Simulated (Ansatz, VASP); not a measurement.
# SiO2: VASP beside Ansatz, part 2 of 2

Aim: how closely do two programs agree when they are given the same cell, functional and k mesh? The cell is taken from a series of runs on this material, whose earlier steps may have relaxed, scaled, displaced or heated it; both programs get it as it stands.

VASP 6.6.1 and Ansatz 0.2.0.

So far: Starting point; Ansatz: dielectric response, LDA.

### Step 3. VASP: dielectric response, LDA

Level of this step: LDA; plane waves and PAW (Si, O) (VASP).

The same cell, functional (in two slightly different forms) and mesh now go to VASP, with its own data sets.

Lines of VASP's logs that name or quote its potential files are left out, and so is its time.

File INCAR:

```
SYSTEM = SiO2
PREC = Accurate
ENCUT = 520
EDIFF = 1E-08
NELM = 120
ISMEAR = 0
SIGMA = 0.01
LREAL = .FALSE.
ALGO = Normal
GGA = CA
NBANDS = 22
LORBIT = 11
LWAVE = .FALSE.
LCHARG = .FALSE.
ISIF = 2
LEPSILON = .TRUE.
LASPH = .TRUE.
GGA_COMPAT = .FALSE.
EFERMI = MIDGAP
KPAR = 2
```

File POSCAR:

```
SiO2
1.0
   -2.3740500000      2.3740500000      3.7440000000
    2.3740500000     -2.3740500000      3.7440000000
    2.3740500000      2.3740500000     -3.7440000000
Si O
2 4
Direct
    0.0000000000      0.0000000000      0.0000000000
    0.7500000000      0.2500000000      0.5000000000
    0.9983800000      0.6250000000      0.8733800000
    0.3750000000      0.2483800000      0.3733800000
    0.7516200000      0.1250000000      0.1266200000
    0.8750000000      0.0016200000      0.6266200000
```

File KPOINTS:

```
Automatic mesh
0
Gamma
6 6 6
0 0 0
```

Potentials, in the order of the species: Si and O (LDA family, release 64).

Run with:

```
$ mpirun -np 2 vasp_std
```

Numbers of over 12 decimals in the logs are rounded to 6 here.

The log of the run:

```text
[banner, memory and clock lines left out]
running    2 mpi-ranks, on    1 nodes
 distrk:  each k-point on    1 cores,    2 groups
 distr:  one band on    1 cores,    1 groups

 POSCAR found type information on POSCAR SiO
 POSCAR found :  2 types and       6 ions
 LDA part: xc-table for (Slater(with rela. corr.)+CA(PZ))
 , standard interpolation
 POSCAR, INCAR and KPOINTS ok, starting setup
 FFT: planning ... GRIDC
 FFT: planning ... GRID_SOFT
 FFT: planning ... GRID
 WAVECAR not read
 entering main loop
       N       E                     dE             d eps       ncg     rms          rms(c)
DAV:   1     0.179883616189E+03    0.17988E+03   -0.16534E+04  1320   0.130E+03
DAV:   2    -0.462446393988E+02   -0.22613E+03   -0.21625E+03  1804   0.298E+02
DAV:   3    -0.582301193802E+02   -0.11985E+02   -0.11947E+02  1668   0.737E+01
DAV:   4    -0.583570027678E+02   -0.12688E+00   -0.12679E+00  1656   0.864E+00
DAV:   5    -0.583589791129E+02   -0.19763E-02   -0.19761E-02  1638   0.108E+00    0.207E+01
DAV:   6    -0.519892151357E+02    0.63698E+01   -0.24779E+01  1590   0.322E+01    0.104E+01
DAV:   7    -0.518922813371E+02    0.96934E-01   -0.67356E-01  1596   0.502E+00    0.370E+00
DAV:   8    -0.518312129508E+02    0.61068E-01   -0.40219E-02  1632   0.175E+00    0.129E+00
DAV:   9    -0.518227158881E+02    0.84971E-02   -0.12198E-02  1632   0.942E-01    0.225E-01
DAV:  10    -0.518231860633E+02   -0.47018E-03   -0.15993E-03  1614   0.270E-01    0.808E-02
DAV:  11    -0.518231319788E+02    0.54084E-04   -0.57810E-04  1650   0.169E-01    0.191E-02
DAV:  12    -0.518231294578E+02    0.25210E-05   -0.25272E-05  1662   0.371E-02    0.354E-03
DAV:  13    -0.518231301219E+02   -0.66408E-06   -0.15640E-06  1662   0.824E-03    0.261E-03
DAV:  14    -0.518231301657E+02   -0.43787E-07   -0.14933E-07  1656   0.272E-03    0.116E-03
DAV:  15    -0.518231301702E+02   -0.44956E-08   -0.21379E-08  1178   0.103E-03
   1 F= -.51823130E+02 E0= -.51823130E+02  d E =0.000000E+00
 Linear response reoptimize wavefunctions to high precision
DAV:   1    -0.518231301697E+02    0.43929E-09   -0.27644E-09  1164   0.384E-04
DAV:   2    -0.518231301698E+02   -0.60027E-10   -0.24340E-10  1062   0.117E-04
 Linear response G [H, r] |phi>, progress :
  Direction:   1
       N       E                     dE             d eps       ncg     rms
RMM:   1    -0.120396935925E+03   -0.12040E+03    0.12190E+02  2996   0.963E+01
RMM:   2    -0.114711833304E+03    0.56851E+01   -0.67206E+00  2282   0.181E+01
RMM:   3    -0.114801651801E+03   -0.89818E-01    0.40784E-03  2351   0.225E+00
RMM:   4    -0.114816352913E+03   -0.14701E-01    0.12506E-02  2471   0.364E-01
RMM:   5    -0.114817677711E+03   -0.13248E-02    0.34471E-03  2486   0.665E-02
RMM:   6    -0.114818004119E+03   -0.32641E-03    0.36891E-04  2506   0.128E-02
RMM:   7    -0.114818032106E+03   -0.27986E-04    0.95488E-05  2513   0.334E-03
RMM:   8    -0.114818041200E+03   -0.90939E-05    0.53163E-06  2403   0.139E-03
RMM:   9    -0.114818041895E+03   -0.69589E-06    0.94072E-07  2053   0.104E-03
RMM:  10    -0.114818042179E+03   -0.28351E-06    0.40993E-06  1784   0.983E-04
RMM:  11    -0.114818042174E+03    0.49394E-08    0.58832E-05  1711   0.982E-04
RMM:  12    -0.114818042161E+03    0.13228E-07   -0.23449E-05  1693   0.976E-04
 Linear response G [H, r] |phi>, progress :
  Direction:   2
       N       E                     dE             d eps       ncg     rms
RMM:   1    -0.120541613419E+03   -0.12054E+03    0.12462E+02  2995   0.964E+01
RMM:   2    -0.114582640797E+03    0.59590E+01   -0.69809E+00  2280   0.183E+01
RMM:   3    -0.114676076354E+03   -0.93436E-01   -0.45298E-03  2367   0.229E+00
RMM:   4    -0.114690909699E+03   -0.14833E-01    0.12406E-02  2480   0.368E-01
RMM:   5    -0.114692238796E+03   -0.13291E-02    0.34457E-03  2497   0.678E-02
RMM:   6    -0.114692565753E+03   -0.32696E-03    0.37200E-04  2503   0.133E-02
RMM:   7    -0.114692593790E+03   -0.28038E-04    0.98429E-05  2514   0.355E-03
RMM:   8    -0.114692602883E+03   -0.90931E-05    0.86911E-06  2394   0.155E-03
RMM:   9    -0.114692603592E+03   -0.70828E-06    0.57160E-06  2046   0.120E-03
RMM:  10    -0.114692604067E+03   -0.47526E-06    0.97345E-06  1791   0.114E-03
RMM:  11    -0.114692604147E+03   -0.79580E-07    0.27534E-05  1713   0.114E-03
RMM:  12    -0.114692604249E+03   -0.10257E-06   -0.29872E-06  1699   0.113E-03
 Linear response G [H, r] |phi>, progress :
  Direction:   3
       N       E                     dE             d eps       ncg     rms
RMM:   1    -0.120114721019E+03   -0.12011E+03    0.12032E+02  2957   0.958E+01
RMM:   2    -0.114646328502E+03    0.54684E+01   -0.70626E+00  2250   0.183E+01
RMM:   3    -0.114707516218E+03   -0.61188E-01   -0.12876E-01  2355   0.224E+00
RMM:   4    -0.114709978485E+03   -0.24623E-02   -0.38589E-03  2466   0.371E-01
RMM:   5    -0.114710040006E+03   -0.61521E-04   -0.15697E-04  2480   0.651E-02
RMM:   6    -0.114710042027E+03   -0.20214E-05   -0.11716E-05  2498   0.126E-02
RMM:   7    -0.114710042006E+03    0.21320E-07   -0.52392E-06  2501   0.320E-03
RMM:   8    -0.114710041975E+03    0.31311E-07   -0.45040E-06  2388   0.133E-03
RMM:   9    -0.114710041975E+03    0.59259E-10   -0.44213E-06  2019   0.997E-04
RMM:  10    -0.114710041968E+03    0.68549E-08   -0.46788E-06  1734   0.945E-04
[...]
RMM:   2    -0.345055933545E+00   -0.22073E-02   -0.80454E-03  2314   0.498E-01
RMM:   3    -0.345142400979E+00   -0.86467E-04   -0.14234E-04  2397   0.594E-02
RMM:   4    -0.345145631861E+00   -0.32309E-05   -0.48437E-06  2459   0.100E-02
RMM:   5    -0.345145750118E+00   -0.11826E-06   -0.22451E-07  2449   0.204E-03
RMM:   6    -0.345145756818E+00   -0.67004E-08   -0.17253E-08  2187   0.459E-04
 change of polarisation eV/A/(eV/A) component  1 :     0.690     0.016    -0.023
 dielectric tensor                  component  1 :     2.480     0.034    -0.050
 Linear response to external field (no local field effect), progress :
  Direction:   2
       N       E                     dE             d eps       ncg     rms          rms(c)
RMM:   1    -0.339657743915E+00   -0.33966E+00   -0.88900E-01  2410   0.296E+00
RMM:   2    -0.341978393956E+00   -0.23207E-02   -0.78332E-03  2308   0.497E-01
RMM:   3    -0.342057015973E+00   -0.78622E-04   -0.13412E-04  2408   0.590E-02
RMM:   4    -0.342059938493E+00   -0.29225E-05   -0.44591E-06  2468   0.983E-03
RMM:   5    -0.342060040377E+00   -0.10188E-06   -0.22734E-07  2459   0.201E-03
RMM:   6    -0.342060046121E+00   -0.57442E-08   -0.26810E-08  2193   0.460E-04
 change of polarisation eV/A/(eV/A) component  2 :     0.016     0.684    -0.042
 dielectric tensor                  component  2 :     0.034     2.467    -0.089
 Linear response to external field (no local field effect), progress :
  Direction:   3
       N       E                     dE             d eps       ncg     rms          rms(c)
RMM:   1    -0.343711846235E+00   -0.34371E+00   -0.90479E-01  2414   0.296E+00
RMM:   2    -0.346409273560E+00   -0.26974E-02   -0.80353E-03  2304   0.501E-01
RMM:   3    -0.346501345419E+00   -0.92072E-04   -0.13788E-04  2387   0.596E-02
RMM:   4    -0.346504295959E+00   -0.29505E-05   -0.51468E-06  2438   0.998E-03
RMM:   5    -0.346504392222E+00   -0.96262E-07   -0.32777E-07  2447   0.202E-03
RMM:   6    -0.346504395438E+00   -0.32161E-08   -0.48515E-08  2168   0.453E-04
 change of polarisation eV/A/(eV/A) component  3 :    -0.023    -0.042     0.693
 dielectric tensor                  component  3 :    -0.050    -0.089     2.486
 Linear response to external field, progress :
  Direction:   1
       N       E                     dE             d eps       ncg     rms          rms(c)
RMM:   1    -0.341253153251E+00   -0.34125E+00   -0.89804E-01  5464   0.296E+00
RMM:   2    -0.343516958626E+00   -0.22638E-02   -0.79376E-03  5286   0.497E-01    0.111E+00
RMM:   3    -0.318345749070E+00    0.25171E-01   -0.51116E-02  5497   0.124E+00    0.582E-01
RMM:   4    -0.318993887793E+00   -0.64814E-03   -0.47049E-03  5311   0.521E-01    0.265E-01
RMM:   5    -0.327888298458E+00   -0.88944E-02   -0.36327E-03  5575   0.388E-01    0.471E-02
RMM:   6    -0.329329013362E+00   -0.14407E-02   -0.27098E-04  5541   0.957E-02    0.266E-02
RMM:   7    -0.329435337687E+00   -0.10632E-03   -0.62147E-05  5626   0.452E-02    0.508E-03
RMM:   8    -0.329495496898E+00   -0.60159E-04    0.18381E-05  5630   0.730E-03    0.180E-03
RMM:   9    -0.329510292534E+00   -0.14796E-04    0.55966E-06  5633   0.199E-03    0.846E-04
RMM:  10    -0.329506285185E+00    0.40073E-05    0.23946E-06  5660   0.998E-04    0.893E-05
RMM:  11    -0.329508916937E+00   -0.26318E-05    0.33515E-06  5433   0.238E-04    0.737E-05
RMM:  12    -0.329508575359E+00    0.34158E-06    0.36287E-06  3734   0.106E-04    0.247E-05
RMM:  13    -0.329508652202E+00   -0.76843E-07    0.45469E-06  4170   0.112E-04    0.437E-06
 change of polarisation eV/A/(eV/A) component  1 :     0.613     0.005    -0.018
 dielectric tensor                  component  1 :     2.315     0.010    -0.039
 Linear response to external field, progress :
  Direction:   2
       N       E                     dE             d eps       ncg     rms          rms(c)
RMM:   1    -0.341253267729E+00   -0.34125E+00   -0.89804E-01  5464   0.296E+00
RMM:   2    -0.343516945390E+00   -0.22637E-02   -0.79408E-03  5278   0.497E-01    0.111E+00
RMM:   3    -0.318016670114E+00    0.25500E-01   -0.47849E-02  5489   0.124E+00    0.582E-01
RMM:   4    -0.319166025997E+00   -0.11494E-02   -0.64126E-03  5305   0.521E-01    0.265E-01
RMM:   5    -0.327892586406E+00   -0.87266E-02   -0.36668E-03  5569   0.388E-01    0.471E-02
RMM:   6    -0.329301205139E+00   -0.14086E-02    0.23821E-05  5541   0.958E-02    0.266E-02
RMM:   7    -0.329451578827E+00   -0.15037E-03   -0.22644E-04  5626   0.452E-02    0.510E-03
RMM:   8    -0.329503069194E+00   -0.51490E-04   -0.60358E-05  5628   0.735E-03    0.181E-03
RMM:   9    -0.329510852104E+00   -0.77829E-05   -0.14480E-06  5637   0.201E-03    0.850E-04
RMM:  10    -0.329505912043E+00    0.49401E-05    0.45059E-06  5657   0.101E-03    0.912E-05
RMM:  11    -0.329509171950E+00   -0.32599E-05   -0.54402E-07  5448   0.247E-04    0.747E-05
RMM:  12    -0.329508969791E+00    0.20216E-06   -0.16452E-06  3806   0.113E-04    0.246E-05
RMM:  13    -0.329509121051E+00   -0.15126E-06   -0.15038E-06  4165   0.118E-04    0.417E-06
 change of polarisation eV/A/(eV/A) component  2 :     0.003     0.613    -0.001
 dielectric tensor                  component  2 :     0.006     2.315    -0.002
 Linear response to external field, progress :
  Direction:   3
       N       E                     dE             d eps       ncg     rms          rms(c)
RMM:   1    -0.343710954195E+00   -0.34371E+00   -0.90478E-01  3707   0.296E+00
RMM:   2    -0.346408981110E+00   -0.26980E-02   -0.80268E-03  3541   0.501E-01    0.101E+00
RMM:   3    -0.331758977715E+00    0.14650E-01   -0.10538E-02  3456   0.603E-01    0.582E-01
RMM:   4    -0.341504065877E+00   -0.97451E-02   -0.17490E-02  3594   0.768E-01    0.677E-02
RMM:   5    -0.343798483866E+00   -0.22944E-02   -0.28958E-04  3660   0.123E-01    0.129E-02
RMM:   6    -0.343971982986E+00   -0.17350E-03   -0.60873E-06  3797   0.171E-02    0.590E-03
RMM:   7    -0.344077265888E+00   -0.10528E-03   -0.98554E-07  3630   0.636E-03    0.878E-04
RMM:   8    -0.344094285793E+00   -0.17020E-04   -0.83074E-08  3788   0.115E-03    0.330E-04
RMM:   9    -0.344087209612E+00    0.70762E-05   -0.49423E-08  3814   0.493E-04    0.569E-05
RMM:  10    -0.344086637000E+00    0.57261E-06   -0.44395E-08  2996   0.141E-04    0.270E-05
RMM:  11    -0.344086274835E+00    0.36217E-06   -0.44283E-08  2056   0.946E-05    0.373E-06
 change of polarisation eV/A/(eV/A) component  3 :    -0.031    -0.020     0.641
 dielectric tensor                  component  3 :    -0.067    -0.042     2.373
 Born effective charges drift removed
```

From OUTCAR (step 3):

```text
ion  position               nearest neighbor table
   1  0.000  0.000  0.000-   3 1.62   4 1.62   5 1.62   6 1.62   2 3.02   2 3.02   2 3.02   2 3.02

  LATTYP: Found a body centered tetragonal cell.
 ALAT       =     4.7481000000
 C/A-ratio  =     1.5770518734

 Subroutine GETGRP returns: Found  8 space group operations
 (whereof  4 operations were pure point group operations)

The static configuration has the point symmetry S_4 .
 The point group associated with its full space group is D_2d.

 Found     30 irreducible k-points:

   k-points           NKPTS =     30   k-points in BZ     NKDIM =     30   number of bands    NBANDS=     22

   dimension x,y,z NGX =    40 NGY =   40 NGZ =   40
   dimension x,y,z NGXF=    80 NGYF=   80 NGZF=   80

   ENCUT  =  520.0 eV  38.22 Ry    6.18 a.u.   9.35  9.35  9.35*2*pi/ulx,y,z

   NELECT =      32.0000    total number of electrons

 k-points in reciprocal lattice and weights: Automatic mesh
   0.00000000  0.00000000  0.00000000       0.005
   0.16666667  0.00000000  0.00000000       0.037
   0.33333333 -0.00000000  0.00000000       0.037
   0.50000000  0.00000000  0.00000000       0.019
   0.16666667  0.16666667  0.00000000       0.037
   0.33333333  0.16666667  0.00000000       0.074
   0.50000000  0.16666667  0.00000000       0.074
  -0.33333333  0.16666667 -0.00000000       0.074
  -0.16666667  0.16666667  0.00000000       0.019
[...]
-0.33333333 -0.33333333  0.33333333       0.009
   0.50000000  0.50000000  0.50000000       0.005

 average (electrostatic) potential at core
       1 -89.1464       2 -89.1464       3 -74.4972       4 -74.4972       5 -74.4972
       6 -74.4972

  Total       -0.9009343     -0.9009343     -1.9096201      0.0000000      0.0000000      0.0000000
  in kB      -17.1012622    -17.1012622    -36.2478297      0.0000000      0.0000000      0.0000000
  external PRESSURE =     -23.4834514 kB  Pullay stress =       0.0000000 kB

  energy-cutoff  :      520.00
  volume of cell :       84.41
      direct lattice vectors                 reciprocal lattice vectors
    -2.374050000  2.374050000  3.744000000     0.000000000  0.210610560  0.133547009
     2.374050000 -2.374050000  3.744000000     0.210610560  0.000000000  0.133547009
     2.374050000  2.374050000 -3.744000000     0.210610560  0.210610560  0.000000000

 POSITION                                       TOTAL-FORCE (eV/Angst)
 -----------------------------------------------------------------------------------
      0.00000      0.00000      0.00000         0.000000     -0.000000      0.000000
      0.00000      2.37405      1.87200         0.000000     -0.000000      0.000000
      1.18702      2.95987      2.80800         0.000000     -0.252769      0.000000
      0.58582      1.18702      0.93600        -0.252769     -0.000000      0.000000
     -1.18702      1.78823      2.80800         0.000000      0.252769     -0.000000
     -0.58582      3.56107      0.93600         0.252769     -0.000000     -0.000000
 -----------------------------------------------------------------------------------
    total drift:                                0.000002      0.000002      0.000003

 MACROSCOPIC STATIC DIELECTRIC TENSOR (including local field effects in DFT)
 ------------------------------------------------------
           2.315065     0.000000     0.000000
          -0.000000     2.315065     0.000000
          -0.000000     0.000000     2.373453
 ------------------------------------------------------

 PIEZOELECTRIC TENSOR (including local field effects)  for field in x, y, z        (C/m^2)
          XX          YY          ZZ          XY          YZ          ZX
  --------------------------------------------------------------------------------
  x    -0.00000     0.00000    -0.00000     0.00000    -0.22961     0.00000
  y     0.00000     0.00000     0.00000     0.00000     0.00000    -0.22961
  z     0.00000     0.00000     0.00000    -0.31200     0.00000     0.00000

 BORN EFFECTIVE CHARGES (including local field effects) (in |e|, cummulative output)
 ---------------------------------------------------------------------------------
 ion    1
    1     3.18313    -0.40568     0.00000
    2     0.40568     3.18313     0.00000
    3    -0.00000     0.00000     3.41305
 ion    2
    1     3.18313     0.40568     0.00000
    2    -0.40568     3.18313     0.00000
    3     0.00000     0.00000     3.41305
 ion    3
    1    -2.09994     0.00000    -0.85890
    2     0.00000    -1.08319     0.00000
    3    -0.81069     0.00000    -1.70652
 ion    4
    1    -1.08319     0.00000     0.00000
    2     0.00000    -2.09994    -0.85890
    3     0.00000    -0.81069    -1.70652
 ion    5
    1    -2.09994     0.00000     0.85890
    2     0.00000    -1.08319    -0.00000
    3     0.81069     0.00000    -1.70652
 ion    6
    1    -1.08319    -0.00000     0.00000
    2     0.00000    -2.09994     0.85890
    3     0.00000     0.81069    -1.70652
```

### Step 4. Differences

Known differences besides the potentials themselves: the two LDA forms differ slightly; fixed occupations in Ansatz, narrow Gaussian smearing in VASP; the cutoff is 420 eV in Ansatz and 520 eV in VASP; VASP's log shows a relativistic correction to its local exchange, Ansatz's none. Total energies have different zeros and are not compared.

Compared:

| quantity | Ansatz | VASP | difference |
| --- | --- | --- | --- |
| ε∞ xx | 2.32 | 2.32 | +0.35 % |
| ε∞ yy | 2.32 | 2.32 | +0.35 % |
| ε∞ zz | 2.38 | 2.37 | +0.41 % |
| Born charge of Si1 (mean of the diagonal) (e) | 3.29 | 3.26 | +0.03 |
| Born charge of O3 (mean of the diagonal) (e) | -1.64 | -1.63 | -0.01 |

### Step 5. What came out

| Item | Value |
| --- | --- |
| difference in ε∞ zz (dielectric response, LDA) | 0.41 % |

What this shows: The difference in ε∞ zz is 0.41 % (dielectric response, LDA), within the 5 % picked in this series as the mark of a large difference. How closely two codes agree says nothing of how well the functional describes the real material.

[Lines on the potential files, build, host, timing and source positions are cut from VASP's logs without a mark.]

[Logs are printed without paths, hosts, clocks, repeated set-up lines and the standing remarks that a program may print on its own settings, such as how far it seeks lower states.]

[Hosts, paths, dates, database ids (printed as entryN), source tags and the programs' standing remarks are cut or masked in the printed files.]
